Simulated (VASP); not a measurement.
# A vacancy on the Hf site in HfB2, part 2 of 5

Wanted: what a vacancy on the Hf site costs in HfB2 and how the lattice relaxes round it. The start is a cell from a database of measured crystal structures.

VASP 6.6.1, plane waves and PAW; the level of theory is named at each step.

So far. Step 2 (Relaxing the host crystal): The run ended after 5 ionic steps, 0.032 eV below its first step, once forces and stress met EDIFFG = -0.02.

## (3) The perfect supercell

Level of this step: LDA; plane waves and PAW (Hf, B) (VASP).

System of this step: HfB2. The structure is hexagonal, space group P6/mmm (No. 191). Conventional cell: a = 3.105 Å, b = 3.105 Å, c = 3.433 Å, α = 90.00°, β = 90.00°, γ = 120.00°. Nearest to Hf lie 12 B at 2.48 Å. B has 3 B at 1.79 Å and 6 Hf at 2.48 Å nearest. Farther neighbours are not listed.

The same cell, mesh and cutoff without the defect give the energy to subtract and, in a gapped host, the band edges to count from, so that most errors cancel.

Contents of INCAR:

```
SYSTEM = HfB2
PREC = Normal
ENCUT = 320
EDIFF = 1E-05
NELM = 120
ISMEAR = 1
SIGMA = 0.2
LREAL = Auto
ALGO = Fast
GGA = CA
NBANDS = 88
LASPH = .TRUE.
LORBIT = 11
LWAVE = .FALSE.
LCHARG = .FALSE.
KPAR = 4
```

Contents of POSCAR:

```
HfB2
1.0
   -4.6568289577      2.6886214523      3.4333544687
    4.6568289577     -2.6886214523      3.4333544687
    4.6568289579      8.0658643569    -10.3000634061
Hf B
12 24
Direct
    0.0000000000      0.0000000000      0.0000000000
    0.5000000000      0.5000000000      0.0000000000
    0.5000000000      0.0000000000      0.1666666667
    0.0000000000      0.5000000000      0.1666666667
    0.0000000000      0.0000000000      0.3333333333
    0.5000000000      0.5000000000      0.3333333333
    0.5000000000      0.0000000000      0.5000000000
    0.0000000000      0.5000000000      0.5000000000
    0.0000000000      0.0000000000      0.6666666667
    0.5000000000      0.5000000000      0.6666666667
    0.5000000000      0.0000000000      0.8333333333
    0.0000000000      0.5000000000      0.8333333333
    0.4166666666      0.5833333333      0.1666666667
    0.9166666666      0.0833333334      0.1666666667
    0.9166666666      0.5833333334      0.3333333333
    0.4166666666      0.0833333334      0.3333333333
    0.4166666666      0.5833333333      0.5000000000
    0.9166666666      0.0833333334      0.5000000000
    0.9166666666      0.5833333333      0.6666666667
    0.4166666666      0.0833333334      0.6666666667
    0.4166666666      0.5833333333      0.8333333333
    0.9166666666      0.0833333333      0.8333333333
    0.9166666666      0.5833333334      0.0000000000
    0.4166666666      0.0833333333      0.0000000000
    0.5833333333      0.4166666666      0.1666666667
    0.0833333333      0.9166666666      0.1666666667
    0.0833333333      0.4166666666      0.3333333333
    0.5833333333      0.9166666666      0.3333333333
    0.5833333333      0.4166666666      0.5000000000
    0.0833333333      0.9166666666      0.5000000000
    0.0833333333      0.4166666666      0.6666666667
    0.5833333333      0.9166666666      0.6666666667
    0.5833333333      0.4166666666      0.8333333333
    0.0833333333      0.9166666666      0.8333333333
    0.0833333333      0.4166666666      0.0000000000
    0.5833333333      0.9166666666      0.0000000000
```

Contents of KPOINTS:

```
Automatic mesh
0
Gamma
5 5 5
0 0 0
```

The projector-augmented-wave data sets are Hf and B (LDA family, release 64).

Command:

```
> mpirun -np 4 vasp_std
```

The log of the run:

```text
[banner, memory and clock lines left out]
running    4 mpi-ranks, on    1 nodes
 distrk:  each k-point on    1 cores,    4 groups
 distr:  one band on    1 cores,    1 groups

 POSCAR found type information on POSCAR HfB
 POSCAR found :  2 types and      36 ions
 LDA part: xc-table for (Slater(with rela. corr.)+CA(PZ))
 , standard interpolation
 POSCAR, INCAR and KPOINTS ok, starting setup
 FFT: planning ... GRIDC
 FFT: planning ... GRID_SOFT
 FFT: planning ... GRID
 WAVECAR not read
 entering main loop
       N       E                     dE             d eps       ncg     rms          rms(c)
DAV:   1     0.885521678681E+02    0.88552E+02   -0.38187E+04  4752   0.813E+02
DAV:   2    -0.357577479365E+03   -0.44613E+03   -0.42799E+03  6080   0.174E+02
DAV:   3    -0.378704892440E+03   -0.21127E+02   -0.20803E+02  6064   0.368E+01
DAV:   4    -0.379017937168E+03   -0.31304E+00   -0.31185E+00  6032   0.472E+00
DAV:   5    -0.379023491144E+03   -0.55540E-02   -0.55480E-02  5992   0.585E-01    0.770E+01
RMM:   6    -0.350254113233E+03    0.28769E+02   -0.61445E+01  5138   0.156E+01    0.434E+01
RMM:   7    -0.350145328973E+03    0.10878E+00   -0.62717E+01  5318   0.150E+01    0.629E+00
RMM:   8    -0.348383139676E+03    0.17622E+01   -0.14479E+01  4881   0.843E+00    0.486E+00
RMM:   9    -0.348285373597E+03    0.97766E-01   -0.73190E-01  5408   0.268E+00    0.882E-01
RMM:  10    -0.348297661199E+03   -0.12288E-01   -0.15920E-01  5710   0.883E-01    0.742E-01
RMM:  11    -0.348296121526E+03    0.15397E-02   -0.22067E-02  5738   0.339E-01    0.476E-01
RMM:  12    -0.348293904333E+03    0.22172E-02   -0.93653E-03  5680   0.207E-01    0.138E-01
RMM:  13    -0.348294009065E+03   -0.10473E-03   -0.41040E-03  5735   0.134E-01    0.615E-02
RMM:  14    -0.348294064788E+03   -0.55723E-04   -0.53066E-04  5898   0.541E-02    0.858E-02
RMM:  15    -0.348294055917E+03    0.88709E-05   -0.10723E-04  5227   0.208E-02    0.116E-01
RMM:  16    -0.348294053196E+03    0.27216E-05   -0.16929E-05  3726   0.882E-03
   1 F= -.34829405E+03 E0= -.34829702E+03  d E =0.889523E-02
```

Elapsed: 60 s, on 4 MPI ranks of Intel Xeon 6975P-C (Granite Rapids), shared host; peak memory 1.4 GiB; 3.5 min of CPU time.

Parts of OUTCAR (step 3):

```text
  LATTYP: Found a face centered orthorhombic cell.
 ALAT       =     6.8667089374
 B/A-ratio  =     1.5661776125
 C/A-ratio  =     2.7126991985

 Subroutine GETGRP returns: Found  8 space group operations
 (whereof  8 operations were pure point group operations)

The static configuration has the point symmetry D_2h.

 Found     27 irreducible k-points:

   k-points           NKPTS =     27   k-points in BZ     NKDIM =     27   number of bands    NBANDS=     88

   dimension x,y,z NGX =    28 NGY =   28 NGZ =   64
   dimension x,y,z NGXF=    56 NGYF=   56 NGZF=  128

   ENCUT  =  320.0 eV  23.52 Ry    4.85 a.u.   9.31  9.31 20.25*2*pi/ulx,y,z

   NELECT =     120.0000    total number of electrons

 E-fermi :   8.3614

 k-point     1 :       0.0000    0.0000    0.0000
  band No.  band energies     occupation
    ...
     56       6.0937      2.00000
     57       6.0937      2.00000
     58       6.0937      2.00000
     59       6.9254      2.00000
     60       6.9254      2.00000
     61       9.9083     -0.00000
     62       9.9083     -0.00000
     63       9.9207     -0.00000
     64       9.9208     -0.00000
     65      10.0809     -0.00000
    ...

 k-point     2 :       0.2000    0.0000    0.0000
  band No.  band energies     occupation
    ...
     56       6.4155      2.00000
     57       6.5190      2.00000
     58       6.5655      2.00000
     59       7.0913      2.00000
     60       7.1728      2.00000
     61       8.6471     -0.06135
     62       9.3212     -0.00000
     63       9.3218     -0.00000
     64       9.3375     -0.00000
     65       9.7861     -0.00000
    ...

  Total       -1.9368000     -1.9132917     -1.6570573      0.0203587     -0.0000000     -0.0000000
  in kB       -9.0233286     -8.9138064     -7.7200395      0.0948490     -0.0000000     -0.0000000
  external PRESSURE =      -8.5523915 kB  Pullay stress =       0.0000000 kB

  energy-cutoff  :      320.00
  volume of cell :      343.90
      direct lattice vectors                 reciprocal lattice vectors
    -4.656828958  2.688621452  3.433354469    -0.000000000  0.185968910  0.145630171
     4.656828958 -2.688621452  3.433354469     0.161053800  0.092984455  0.145630171
     4.656828958  8.065864357-10.300063406     0.053684600  0.092984455  0.000000000

 POSITION                                       TOTAL-FORCE (eV/Angst)
 -----------------------------------------------------------------------------------
      0.00000      0.00000      0.00000         0.000000     -0.000000      0.000000
      0.00000      0.00000      3.43335         0.000000     -0.000000      0.000000
     -1.55228      2.68862     -0.00000         0.000000     -0.000000      0.000000
      3.10455      0.00000     -0.00000         0.000000     -0.000000      0.000000
      1.55228      2.68862     -3.43335         0.000000     -0.000000      0.000000
      1.55228      2.68862      0.00000         0.000000     -0.000000      0.000000
      0.00000      5.37724     -3.43335         0.000000     -0.000000      0.000000
      4.65683      2.68862     -3.43335         0.000000     -0.000000      0.000000
      3.10455      5.37724     -6.86671         0.000000     -0.000000      0.000000
      3.10455      5.37724     -3.43335         0.000000     -0.000000      0.000000
      1.55228      8.06586     -6.86671         0.000000     -0.000000      0.000000
      6.20911      5.37724     -6.86671         0.000000     -0.000000      0.000000
      1.55228      0.89621      1.71668        -0.018190      0.010502      0.000000
     -3.10455      3.58483      1.71668        -0.018190      0.010502      0.000000
      0.00000      3.58483      1.71668        -0.018190      0.010502      0.000000
      0.00000      3.58483     -1.71668        -0.018190      0.010502      0.000000
      3.10455      3.58483     -1.71668        -0.018190      0.010502     -0.000000
     -1.55228      6.27345     -1.71668        -0.018190      0.010502     -0.000000
      1.55228      6.27345     -1.71668        -0.018190      0.010502      0.000000
      1.55228      6.27345     -5.15003        -0.018190      0.010502     -0.000000
      4.65683      6.27345     -5.15003        -0.018190      0.010502      0.000000
      0.00000      8.96207     -5.15003        -0.018190      0.010502     -0.000000
     -1.55228      0.89621      5.15003        -0.018190      0.010502     -0.000000
     -1.55228      0.89621      1.71668        -0.018190      0.010502     -0.000000
      0.00000      1.79241      1.71668         0.018190     -0.010502      0.000000
      4.65683     -0.89621      1.71668         0.018190     -0.010502     -0.000000
      3.10455      1.79241     -1.71668         0.018190     -0.010502     -0.000000
      3.10455      1.79241      1.71668         0.018190     -0.010502      0.000000
      1.55228      4.48104     -1.71668         0.018190     -0.010502      0.000000
      6.20911      1.79241     -1.71668         0.018190     -0.010502     -0.000000
      4.65683      4.48104     -5.15003         0.018190     -0.010502     -0.000000
      4.65683      4.48104     -1.71668         0.018190     -0.010502     -0.000000
      3.10455      7.16966     -5.15003         0.018190     -0.010502      0.000000
      7.76138      4.48104     -5.15003         0.018190     -0.010502     -0.000000
      1.55228     -0.89621      1.71668         0.018190     -0.010502     -0.000000
      1.55228     -0.89621      5.15003         0.018190     -0.010502      0.000000
 -----------------------------------------------------------------------------------
    total drift:                               -0.000000      0.000000      0.000001

  FREE ENERGIE OF THE ION-ELECTRON SYSTEM (eV)
  ---------------------------------------------------
  free  energy   TOTEN  =      -348.2940531958 eV

  energy  without entropy=     -348.3029484256  energy(sigma->0) =     -348.29701827

 total charge
# of ion       s       p       d       tot
------------------------------------------
    1        0.485   0.759   2.644   3.888
    2        0.485   0.759   2.644   3.888
    3        0.485   0.759   2.644   3.888
    4        0.485   0.759   2.644   3.888
    5        0.485   0.759   2.644   3.888
    6        0.485   0.759   2.644   3.888
    7        0.485   0.759   2.644   3.888
    8        0.485   0.759   2.644   3.888
    9        0.485   0.759   2.644   3.888
   10        0.485   0.759   2.644   3.888
   11        0.485   0.759   2.644   3.888
   12        0.485   0.759   2.644   3.888
   13        0.672   1.326   0.000   1.998
   14        0.672   1.326   0.000   1.998
   15        0.672   1.326   0.000   1.998
   16        0.672   1.326   0.000   1.998
   17        0.672   1.326   0.000   1.998
   18        0.672   1.326   0.000   1.998
   19        0.672   1.326   0.000   1.998
   20        0.672   1.326   0.000   1.998
   21        0.672   1.326   0.000   1.998
   22        0.672   1.326   0.000   1.998
   23        0.672   1.326   0.000   1.998
   24        0.672   1.326   0.000   1.998
   25        0.672   1.326   0.000   1.998
   26        0.672   1.326   0.000   1.998
   27        0.672   1.326   0.000   1.998
   28        0.672   1.326   0.000   1.998
   29        0.672   1.326   0.000   1.998
   30        0.672   1.326   0.000   1.998
   31        0.672   1.326   0.000   1.998
   32        0.672   1.326   0.000   1.998
   33        0.672   1.326   0.000   1.998
   34        0.672   1.326   0.000   1.998
   35        0.672   1.326   0.000   1.998
   36        0.672   1.326   0.000   1.998
--------------------------------------------------
tot         21.952  40.921  31.729  94.602

[... 7 further parts left out ...]
```

This step gave:

* electronic cycles: 16
* electrons: 120
* free energy (TOTEN): -348.2941 eV
* energy at zero smearing: -348.2970 eV
* Fermi energy: 8.361 eV

The host is treated as a metal, as its relaxation found a gap under 0.3 eV or none, and only the neutral defect is run.

(Part 2 of 5 ends here.)

[Lines on the potential files, build, host, timing and source positions are cut from VASP's logs without a mark.]

[Logs are printed without paths, hosts, clocks, repeated set-up lines and the standing remarks that a program may print on its own settings, such as how far it seeks lower states.]

[Hosts, paths, dates, database ids (printed as entryN), source tags and the programs' standing remarks are cut or masked in the printed files.]

[In band tables of VASP the shares of atoms and orbitals are scaled to a sum of 1 inside the atoms' spheres.]

[Runs that stopped without an error message from VASP are left out.]
